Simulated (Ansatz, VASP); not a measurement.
## Cross-check of H51C25S10N15O23F10 between VASP and Ansatz

Aim: how closely do two programs agree when they are given the same cell, functional and k mesh? The cell is taken from a series of runs on this material, whose earlier steps may have relaxed, scaled, displaced or heated it; both programs get it as it stands.

Program: Ansatz 0.2.0. Level of theory: plane waves, with VASP 6.6.1 beside it; PBEsol. Results are calculated unless marked as measured.

## 1. Starting point

The cell holds 134 atoms: 25 C, 15 N, 51 H, 10 S, 23 O and 10 F. Cell: a = 11.759 Å, b = 11.759 Å, c = 11.759 Å, α = 90.0°, β = 90.0°, γ = 90.0°.

## 2. VASP: single point, PBEsol

A single point takes one fixed geometry, so differences don't come from the geometry; what else differs is listed under the comparison.

Lines of VASP's logs that name or quote its potential files are left out, and so is its time.

INCAR

```
SYSTEM = H51C25S10N15O23F10
PREC = Accurate
ENCUT = 600
EDIFF = 1E-06
NELM = 120
ISMEAR = 0
SIGMA = 0.01
LREAL = Auto
ALGO = Normal
GGA = PS
NBANDS = 340
LORBIT = 11
LWAVE = .FALSE.
LCHARG = .FALSE.
ISIF = 2
LASPH = .TRUE.
GGA_COMPAT = .FALSE.
EFERMI = MIDGAP
```

POSCAR

```
H51C25S10N15O23F10
1.0
   11.7589400000      0.0000000000      0.0000000000
    0.0000000000     11.7589400000      0.0000000000
    0.0000000000      0.0000000000     11.7589400000
C N H S O F
25 15 51 10 23 10
Direct
    0.2196600000      0.7641000000      0.9305300000
    0.3273900000      0.7110700000      0.7542300000
    0.4221400000      0.7548500000      0.7042300000
    0.5371900000      0.9257900000      0.7233200000
    0.4025400000      0.8376900000      0.8672000000
    0.5607400000      0.1625100000      0.3541400000
    0.5248200000      0.1499900000      0.1378900000
    0.4279000000      0.1570200000      0.0787600000
    0.2222000000      0.1116200000      0.1179000000
    0.3800100000      0.1156200000      0.2565000000
    0.9993500000      0.4453500000      0.5384000000
    0.8355400000      0.5686700000      0.4731500000
    0.7906800000      0.6681200000      0.5112100000
    0.8356500000      0.8115600000      0.6487900000
    0.9354500000      0.6282500000      0.6188200000
    0.2325600000      0.3689700000      0.8686700000
    0.4267500000      0.4488600000      0.9291300000
    0.5237000000      0.4726800000      0.8646500000
    0.5792700000      0.4863000000      0.6625400000
    0.3983400000      0.4032400000      0.7455000000
    0.0119400000      0.7331800000      0.2279800000
    0.9519200000      0.8921600000      0.3536800000
    0.9162300000      0.0030600000      0.3310000000
    0.8486500000      0.1044000000      0.1629900000
    0.9072300000      0.9091900000      0.1683200000
    0.3225400000      0.7595300000      0.8588500000
    0.4603400000      0.8430200000      0.7697900000
    0.4856500000      0.1567100000      0.2533100000
    0.3393500000      0.1306900000      0.1517600000
    0.9254100000      0.5446400000      0.5438100000
[... 98 atom lines left out ...]
    0.1284700000      0.2418300000      0.5622900000
    0.2609800000      0.9945400000      0.6941600000
    0.7604400000      0.0555200000      0.8080000000
    0.7545500000      0.0592600000      0.5730100000
    0.4057200000      0.3262100000      0.4033400000
    0.1933200000      0.3055900000      0.2967600000
```

KPOINTS

```
Automatic mesh
0
Gamma
1 1 1
0 0 0
```

The projector-augmented-wave data sets are C, N, H, S, O and F (PBE family, release 64).

Launch:

```bash
> export OMP_NUM_THREADS=3
> mpirun -np 1 vasp_gam
```

Numbers of over 12 decimals in the logs are rounded to 6 here.

What it wrote:

```text
[banner, memory and clock lines left out]
running    1 mpi-ranks, on    1 nodes
[...]
Offloading initialized ...    1 GPUs detected
[...]
|                                                                             |
|               ----> ADVICE to this user running VASP <----                  |
|                                                                             |
|     You enforced a specific xc type in the INCAR file but a different       |
|     [... a line on the potential file left out ...]
|     I HOPE YOU KNOW WHAT YOU ARE DOING!                                     |
|                                                                             |

 LDA part: xc-table for (Slater+PW92), standard interpolation
 POSCAR, INCAR and KPOINTS ok, starting setup
[...]
entering main loop
       N       E                     dE             d eps       ncg     rms          rms(c)
DAV:   1     0.462518104371E+04    0.46252E+04   -0.29692E+05   696   0.154E+03
DAV:   2    -0.387348746366E+03   -0.50125E+04   -0.47701E+04   844   0.355E+02
DAV:   3    -0.854506500315E+03   -0.46716E+03   -0.46305E+03   824   0.115E+02
DAV:   4    -0.865008313371E+03   -0.10502E+02   -0.10443E+02   840   0.187E+01
[...]
DAV:  17    -0.787595152709E+03   -0.89232E-06   -0.99781E-05   840   0.264E-02    0.183E-02
DAV:  18    -0.787595150837E+03    0.18721E-05   -0.10002E-05   848   0.120E-02    0.686E-03
DAV:  19    -0.787595151824E+03   -0.98696E-06   -0.58330E-06   760   0.749E-03
   1 F= -.78759515E+03 E0= -.78759515E+03  d E =0.000000E+00
```

OUTCAR, selected parts (step 2):

```text
  FREE ENERGIE OF THE ION-ELECTRON SYSTEM (eV)
  ---------------------------------------------------
  free  energy   TOTEN  =      -787.5951518241 eV

  energy  without entropy=     -787.5951518241  energy(sigma->0) =     -787.59515182
```

The run ends at a pressure of 1.26 GPa, with forces up to 7.0 eV/Å.

## 3. Ansatz: single point, PBEsol

Ansatz runs on its default PAW (the set named soft_2) files.

The same cell, functional and mesh now go to Ansatz, which takes its cutoff from its data sets.

input.yaml

```yaml
crystal:
  lattice:
    - [11.75894, 0.0, 0.0]
    - [0.0, 11.75894, 0.0]
    - [0.0, 0.0, 11.75894]
  atoms:
    - { symbol: C, position: [0.21966, 0.7641, 0.93053] }
    - { symbol: "N", position: [0.32254, 0.75953, 0.85885] }
    - { symbol: C, position: [0.32739, 0.71107, 0.75423] }
    - { symbol: C, position: [0.42214, 0.75485, 0.70423] }
    - { symbol: "N", position: [0.46034, 0.84302, 0.76979] }
    - { symbol: C, position: [0.53719, 0.92579, 0.72332] }
    - { symbol: C, position: [0.40254, 0.83769, 0.8672] }
    - { symbol: H, position: [0.20966, 0.83973, 0.98425] }
    - { symbol: H, position: [0.2211, 0.70249, 0.00015] }
    - { symbol: H, position: [0.14466, 0.76134, 0.88208] }
    - { symbol: H, position: [0.26509, 0.64431, 0.73519] }
    - { symbol: H, position: [0.46503, 0.74388, 0.61845] }
    - { symbol: H, position: [0.5275, 0.94974, 0.63093] }
    - { symbol: H, position: [0.62213, 0.90477, 0.74667] }
    - { symbol: H, position: [0.51995, 0.00161, 0.77146] }
    - { symbol: H, position: [0.40956, 0.89214, 0.94648] }
    - { symbol: C, position: [0.56074, 0.16251, 0.35414] }
    - { symbol: "N", position: [0.48565, 0.15671, 0.25331] }
    - { symbol: C, position: [0.52482, 0.14999, 0.13789] }
    - { symbol: C, position: [0.4279, 0.15702, 0.07876] }
    - { symbol: "N", position: [0.33935, 0.13069, 0.15176] }
    - { symbol: C, position: [0.2222, 0.11162, 0.1179] }
    - { symbol: C, position: [0.38001, 0.11562, 0.2565] }
    - { symbol: H, position: [0.63021, 0.09723, 0.34045] }
    - { symbol: H, position: [0.51154, 0.1298, 0.42149] }
    - { symbol: H, position: [0.58985, 0.24946, 0.37066] }
    - { symbol: H, position: [0.61045, 0.16179, 0.12543] }
    - { symbol: H, position: [0.40823, 0.17017, 0.99206] }
    - { symbol: H, position: [0.15926, 0.17255, 0.14422] }
    - { symbol: H, position: [0.18199, 0.03377, 0.15829] }
    - { symbol: H, position: [0.22659, 0.10683, 0.02074] }
    - { symbol: H, position: [0.3273, 0.10629, 0.33648] }
    - { symbol: C, position: [0.99935, 0.44535, 0.5384] }
    - { symbol: "N", position: [0.92541, 0.54464, 0.54381] }
    - { symbol: C, position: [0.83554, 0.56867, 0.47315] }
    - { symbol: C, position: [0.79068, 0.66812, 0.51121] }
    - { symbol: "N", position: [0.86646, 0.70887, 0.58993] }
    - { symbol: C, position: [0.83565, 0.81156, 0.64879] }
    - { symbol: C, position: [0.93545, 0.62825, 0.61882] }
    - { symbol: H, position: [0.97448, 0.4046, 0.62354] }
    - { symbol: H, position: [0.09226, 0.46452, 0.53375] }
    - { symbol: H, position: [0.97566, 0.38946, 0.4682] }
    - { symbol: H, position: [0.80387, 0.50734, 0.40994] }
    - { symbol: H, position: [0.73562, 0.72906, 0.47173] }
    - { symbol: H, position: [0.86252, 0.81809, 0.73586] }
    - { symbol: H, position: [0.74279, 0.824, 0.65979] }
    - { symbol: H, position: [0.87274, 0.88115, 0.60136] }
    - { symbol: H, position: [0.9962, 0.62998, 0.68803] }
    - { symbol: C, position: [0.23256, 0.36897, 0.86867] }
    - { symbol: "N", position: [0.35065, 0.40278, 0.84955] }
    - { symbol: C, position: [0.42675, 0.44886, 0.92913] }
    - { symbol: C, position: [0.5237, 0.47268, 0.86465] }
    - { symbol: "N", position: [0.49541, 0.46254, 0.75172] }
    - { symbol: C, position: [0.57927, 0.4863, 0.66254] }
    - { symbol: C, position: [0.39834, 0.40324, 0.7455] }
    - { symbol: H, position: [0.22309, 0.29172, 0.92084] }
    - { symbol: H, position: [0.19794, 0.33806, 0.78759] }
    - { symbol: H, position: [0.17447, 0.43804, 0.89465] }
    - { symbol: H, position: [0.41283, 0.45192, 0.02136] }
    - { symbol: H, position: [0.60458, 0.50906, 0.88513] }
    - { symbol: H, position: [0.6697, 0.4648, 0.67831] }
    - { symbol: H, position: [0.58164, 0.57399, 0.64815] }
    - { symbol: H, position: [0.55438, 0.44151, 0.58885] }
    - { symbol: H, position: [0.36609, 0.37014, 0.66695] }
    - { symbol: C, position: [0.01194, 0.73318, 0.22798] }
    - { symbol: "N", position: [0.95335, 0.84192, 0.24792] }
    - { symbol: C, position: [0.95192, 0.89216, 0.35368] }
    - { symbol: C, position: [0.91623, 0.00306, 0.331] }
    - { symbol: "N", position: [0.89799, 0.00744, 0.21675] }
    - { symbol: C, position: [0.84865, 0.1044, 0.16299] }
    - { symbol: C, position: [0.90723, 0.90919, 0.16832] }
    - { symbol: H, position: [0.1028, 0.75121, 0.24875] }
    - { symbol: H, position: [0.99797, 0.70098, 0.13891] }
    - { symbol: H, position: [0.98643, 0.66603, 0.29075] }
    - { symbol: H, position: [0.99227, 0.85179, 0.42694] }
    - { symbol: H, position: [0.91489, 0.0816, 0.3835] }
    - { symbol: H, position: [0.92372, 0.1481, 0.13665] }
    - { symbol: H, position: [0.79817, 0.15116, 0.22403] }
    - { symbol: H, position: [0.79339, 0.07493, 0.08798] }
    - { symbol: H, position: [0.88095, 0.88814, 0.08572] }
    - { symbol: "N", position: [0.56794, 0.69237, 0.23522] }
    - { symbol: S, position: [0.51382, 0.68205, 0.11546] }
    - { symbol: O, position: [0.57, 0.74045, 0.02819] }
    - { symbol: O, position: [0.39138, 0.67804, 0.09697] }
    - { symbol: F, position: [0.55744, 0.55378, 0.09877] }
    - { symbol: S, position: [0.56679, 0.82211, 0.27173] }
    - { symbol: O, position: [0.61656, 0.85228, 0.37873] }
    - { symbol: O, position: [0.586, 0.90906, 0.18256] }
    - { symbol: F, position: [0.43322, 0.84716, 0.29661] }
    - { symbol: "N", position: [0.91793, 0.39578, 0.04699] }
    - { symbol: S, position: [0.82986, 0.4286, 0.14095] }
    - { symbol: O, position: [0.71916, 0.3749, 0.11302] }
    - { symbol: O, position: [0.83307, 0.53716, 0.19764] }
    - { symbol: F, position: [0.86536, 0.34629, 0.24329] }
    - { symbol: S, position: [0.9024, 0.47635, 0.93369] }
    - { symbol: O, position: [0.90019, 0.6002, 0.94432] }
    - { symbol: O, position: [0.97429, 0.44339, 0.8422] }
    - { symbol: F, position: [0.77728, 0.44377, 0.88662] }
    - { symbol: "N", position: [0.08538, 0.04632, 0.60433] }
    - { symbol: S, position: [0.16303, 0.116, 0.52369] }
    - { symbol: O, position: [0.11722, 0.12774, 0.40429] }
    - { symbol: O, position: [0.28446, 0.1135, 0.53494] }
    - { symbol: F, position: [0.12847, 0.24183, 0.56229] }
    - { symbol: S, position: [0.14719, 0.93515, 0.64273] }
    - { symbol: O, position: [0.09604, 0.87549, 0.73707] }
    - { symbol: O, position: [0.1917, 0.85544, 0.55977] }
    - { symbol: F, position: [0.26098, 0.99454, 0.69416] }
    - { symbol: "N", position: [0.8411, 0.21268, 0.67855] }
    - { symbol: S, position: [0.8143, 0.1762, 0.80423] }
    - { symbol: O, position: [0.72424, 0.24419, 0.84704] }
    - { symbol: O, position: [0.90446, 0.15691, 0.88359] }
    - { symbol: F, position: [0.76044, 0.05552, 0.808] }
    - { symbol: S, position: [0.74264, 0.18444, 0.59592] }
    - { symbol: O, position: [0.63099, 0.19766, 0.64368] }
    - { symbol: O, position: [0.75815, 0.22873, 0.4832] }
    - { symbol: F, position: [0.75455, 0.05926, 0.57301] }
    - { symbol: "N", position: [0.3309, 0.46262, 0.25188] }
    - { symbol: S, position: [0.3801, 0.45767, 0.37796] }
    - { symbol: O, position: [0.31048, 0.49012, 0.47148] }
    - { symbol: O, position: [0.493, 0.50249, 0.38943] }
    - { symbol: F, position: [0.40572, 0.32621, 0.40334] }
    - { symbol: S, position: [0.20114, 0.43362, 0.24854] }
    - { symbol: O, position: [0.11411, 0.49468, 0.31921] }
    - { symbol: O, position: [0.16324, 0.41889, 0.1333] }
    - { symbol: F, position: [0.19332, 0.30559, 0.29676] }
    - { symbol: O, position: [0.40769, 0.17062, 0.71258] }
    - { symbol: H, position: [0.48776, 0.15854, 0.6866] }
    - { symbol: H, position: [0.35462, 0.15912, 0.64713] }
    - { symbol: O, position: [0.62295, 0.95831, 0.96235] }
    - { symbol: H, position: [0.59515, 0.93036, 0.0377] }
    - { symbol: H, position: [0.67659, 0.90135, 0.92903] }
    - { symbol: O, position: [0.74527, 0.75569, 0.89249] }
    - { symbol: H, position: [0.80748, 0.70231, 0.91512] }
    - { symbol: H, position: [0.67824, 0.7444, 0.9436] }
kpoints:
  mp_grid: { grid: [1, 1, 1] }
hamiltonian:
  xc: pbesol
scf:
  occupations: { method: fixed }
output:
  forces: true
  stress: true
  populations: true
  dos:
    method: { smearing: { sigma: 0.1 } }
    de: 0.1
    projected: { site_lists: { C: [C], F: [F], H: [H], "N": ["N"], O: [O] } }
  eigenvalues: true
```

Launch:

```bash
> ansatz run input.yaml --threads 4 --pin off --max-ram 8192MiB --backend cpu --events-out ev --progress --plain --runs-dir out
```

What it wrote:

```text
Engine: ansatz 0.2.0, aarch64-unknown-linux-gnu
Pseudopotentials: kind: paw
Pseudopotential: C, paw, valence charge 4, recommended cutoff 420 eV (normal), C.paw.azcp
Pseudopotential: N, paw, valence charge 5, recommended cutoff 420 eV (normal), N.paw.azcp
Pseudopotential: H, paw, valence charge 1, recommended cutoff 420 eV (normal), H.paw.azcp
Pseudopotential: S, paw, valence charge 6, recommended cutoff 420 eV (normal), S.paw.azcp
Pseudopotential: O, paw, valence charge 6, recommended cutoff 420 eV (normal), O.paw.azcp
Pseudopotential: F, paw, valence charge 7, recommended cutoff 420 eV (normal), F.paw.azcp
Functional definition: PBEsol
  exchange = pbesol_x
  correlation = pbesol_c
Crystal: 134 atoms, lattice volume = 1625.940 Å³
Basis set: ecut = 420 eV, 31799 PW (Γ), exchange–correlation on 160×160×160 points (8 copies of the dense FFT grid, shifted against one another)
Bands: 381, of which v1, the nominal top of the filled ones, is band 247 counted from 1 (246 counted from 0)
Symmetry: 1 space group operations
Space group: P1 (ITA 1), of the structure as read, at distance tolerance 1.2e-4 Å
k-points: 1
Non-local potential: C, projectors of the file, l = 0: 2, l = 1: 2, l = 2: 1
Non-local potential: N, projectors of the file, l = 0: 2, l = 1: 2, l = 2: 1
Non-local potential: H, projectors of the file, l = 0: 2, l = 1: 1
Non-local potential: S, projectors of the file, l = 0: 2, l = 1: 2, l = 2: 2
Non-local potential: O, projectors of the file, l = 0: 2, l = 1: 2, l = 2: 1
Non-local potential: F, projectors of the file, l = 0: 2, l = 1: 2, l = 2: 1
PAW form: soft (Blöchl's): semilocal exchange-correlation on the pseudo side does not see the compensation charge
PAW frozen core: C, regenerated for the run's functional, and the local potential with it (the file was generated under x = pbe(κ = 0.804, μ = 0.219515), c = pbe(β = 0.066725))
PAW frozen core: N, regenerated for the run's functional, and the local potential with it (the file was generated under x = pbe(κ = 0.804, μ = 0.219515), c = pbe(β = 0.066725))
PAW frozen core: S, regenerated for the run's functional, and the local potential with it (the file was generated under x = pbe(κ = 0.804, μ = 0.219515), c = pbe(β = 0.066725))
PAW frozen core: O, regenerated for the run's functional, and the local potential with it (the file was generated under x = pbe(κ = 0.804, μ = 0.219515), c = pbe(β = 0.066725))
PAW frozen core: F, regenerated for the run's functional, and the local potential with it (the file was generated under x = pbe(κ = 0.804, μ = 0.219515), c = pbe(β = 0.066725))
PAW one-centre angular grid: C, 110 points (default); XC on 64 Gauss nodes
PAW one-centre angular grid: N, 110 points (default); XC on 64 Gauss nodes
PAW one-centre angular grid: H, 110 points (default); XC on 64 Gauss nodes
PAW one-centre angular grid: S, 110 points (default); XC on 64 Gauss nodes
PAW one-centre angular grid: O, 110 points (default); XC on 64 Gauss nodes
PAW one-centre angular grid: F, 110 points (default); XC on 64 Gauss nodes
Initial density: superposition of atomic densities (neutral atoms: chi_scale 0, normalization atom), corrected by the library's trained network
Initial wavefunctions: pseudopotential atomic-orbital guess
Functional: x = pbesol(κ = 0.804, μ = 0.123457), c = pbesol(β = 0.046)
SCF iter   1: F=—  HF=-42375.825765 eV  |F-HF|=—  |Δ(HF+E_count)|=         —  Δρ=9.22e-3  dr2=1.19e0  ethr=1.77e-3  ⟨swp⟩=4.0  Hψ=1453  notcnv=0  defer=131
preconditioner: auto → Resta (q_TF=auto, 2.237 Å⁻¹)  ε∞=2.6  [insulator: Δε(μ)=3.866 eV  Ē_g=15.824 eV  n_scr=304 (ndim 8)  ℏωp=20.0 eV  f_vac=0.271  ε∞_Penn≈2.6]
SCF iter   2: F=—  HF=-42375.525832 eV  |F-HF|=—  |Δ(HF+E_count)|=   3.00e-1  Δρ=3.24e-3  dr2=1.66e-1  ethr=2.40e-4  ⟨swp⟩=2.0  Hψ=662  notcnv=0  defer=131
SCF iter   3: F=—  HF=-42375.527549 eV  |F-HF|=—  |Δ(HF+E_count)|=   1.72e-3  Δρ=1.54e-3  dr2=4.96e-2  ethr=3.35e-5  ⟨swp⟩=2.0  Hψ=484  notcnv=0  defer=132
SCF iter   4: F=—  HF=-42375.529957 eV  |F-HF|=—  |Δ(HF+E_count)|=   2.41e-3  Δρ=7.33e-4  dr2=1.03e-2  ethr=1.00e-5  ⟨swp⟩=2.0  Hψ=475  notcnv=0  defer=132
SCF iter   5: F=—  HF=-42375.529421 eV  |F-HF|=—  |Δ(HF+E_count)|=   5.36e-4  Δρ=2.74e-4  dr2=1.50e-3  ethr=2.09e-6  ⟨swp⟩=2.0  Hψ=491  notcnv=0  defer=132
SCF iter   6: F=—  HF=-42375.529713 eV  |F-HF|=—  |Δ(HF+E_count)|=   2.92e-4  Δρ=1.28e-4  dr2=2.88e-4  ethr=3.03e-7  ⟨swp⟩=2.0  Hψ=485  notcnv=0  defer=130
SCF iter   7: F=—  HF=-42375.529719 eV  |F-HF|=—  |Δ(HF+E_count)|=   5.80e-6  Δρ=5.58e-5  dr2=5.08e-5  ethr=5.82e-8  ⟨swp⟩=2.0  Hψ=484  notcnv=0  defer=130
SCF iter   8: F=—  HF=-42375.529796 eV  |F-HF|=—  |Δ(HF+E_count)|=   7.75e-5  Δρ=1.80e-5  dr2=5.60e-6  ethr=1.03e-8  ⟨swp⟩=2.0  Hψ=603  notcnv=0  defer=130
[...]
atom 103  F      0.27178304    -0.12781373     1.04116175
  atom 104  S      1.90808076    -2.71643964     1.41699919
  atom 105  O     -0.71994912     1.11486598     0.00048313
  atom 106  O     -0.43437491     1.07788395    -0.63028727
  atom 107  F     -0.33438623    -1.08676608     0.86506667
  atom 108  N      1.43792882    -0.69627425    -0.42673621
  atom 109  S     -0.62483072     1.34076551     3.59169450
  atom 110  O     -0.99143385     0.72269559     0.28940018
  atom 111  O      1.78215468     0.37883048    -0.91249616
  atom 112  F     -0.61353524    -1.98633362    -1.39237626
  atom 113  S     -1.13956132     2.82034497    -1.23164153
  atom 114  O     -0.61716739    -0.16664880     0.03112081
  atom 115  O      0.71580277     0.86627643     0.01810741
  atom 116  F      0.28110895    -3.72434555    -0.16627562
  atom 117  N      0.59517386    -0.07745039     1.01775862
  atom 118  S      2.58696430     0.86784126     1.60238101
  atom 119  O     -1.85244777     0.03972336     0.49387832
  atom 120  O      0.35386689     0.24608864    -1.32971267
  atom 121  F     -0.62460884    -0.61330889    -0.38085522
  atom 122  S     -5.19854296     0.63075646     0.10458788
  atom 123  O      2.82356396    -0.95011986    -1.05370205
  atom 124  O      0.89184265     0.17774338    -0.53460858
  atom 125  F      0.37935393     0.11057118     0.31294394
  atom 126  O      0.34000076     0.04018596    -0.08066065
  atom 127  H     -0.93602249     0.43243385    -0.00437163
  atom 128  H      0.95915667    -0.17155661     0.53673813
  atom 129  O      0.02834616    -0.08932168     0.09390081
  atom 130  H      0.72915384    -0.10575236    -0.82276673
  atom 131  H     -0.48508152     0.46023698     0.76351169
  atom 132  O     -0.10860318     0.22929972    -0.04175332
  atom 133  H     -0.73877399     0.20451620     0.05282574
  atom 134  H      0.81378381    -0.37332540    -0.21426330
  max |Σ_I F_I| component: 9.20e-5 eV/Å
--- Stress (GPa, compression-positive) ---
        0.958116       0.135811       0.769457
        0.135811       2.790067       0.446023
        0.769457       0.446023       0.839352
  P = ⅓ Tr σ = 1.5292 GPa (15.292 kbar)
--- Band table (eV) ---
  k-point 0: bands = [... 243 lower, -0.2917, -0.1020, 0.0274, 0.1238, 3.7778, 3.8832, 3.9621, 4.0105, ... 130 higher]
--- Löwdin populations: 134 sites ---
  site symbol       q [e]
     0      C      4.3941
     1      N      4.9309
     2      C      4.0645
     3      C      4.0569
     4      N      4.9203
     5      C      4.3698
     6      C      3.8991
     7      H      0.7746
     8      H      0.7585
     9      H      0.7516
    10      H      0.7627
    11      H      0.7687
    12      H      0.7761
    13      H      0.7831
    14      H      0.7448
    15      H      0.7595
    16      C      4.3617
    17      N      4.9365
    18      C      4.0349
    19      C      4.0656
    20      N      4.9456
    21      C      4.3603
    22      C      3.9138
    23      H      0.7959
[...]
126      H      0.6183
   127      H      0.6277
   128      O      6.7369
   129      H      0.6283
   130      H      0.6288
   131      O      6.7620
   132      H      0.6167
   133      H      0.6230
  spilling = 0.017712 (of n_electrons = 494.000000)
```

In the SCF lines HF is the Harris–Foulkes energy and dr2 the Hartree energy of the density residual, in eV; the loop may stop once dr2 is under the threshold and the program's other checks hold. Hψ counts applications of the Hamiltonian.

(Part 1 of 2 ends here.)

[Lines on the potential files, build, host, timing and source positions are cut from VASP's logs without a mark.]

[Logs are printed without paths, hosts, clocks, repeated set-up lines and the standing remarks that a program may print on its own settings, such as how far it seeks lower states.]

[Hosts, paths, dates, database ids (printed as entryN), source tags and the programs' standing remarks are cut or masked in the printed files.]
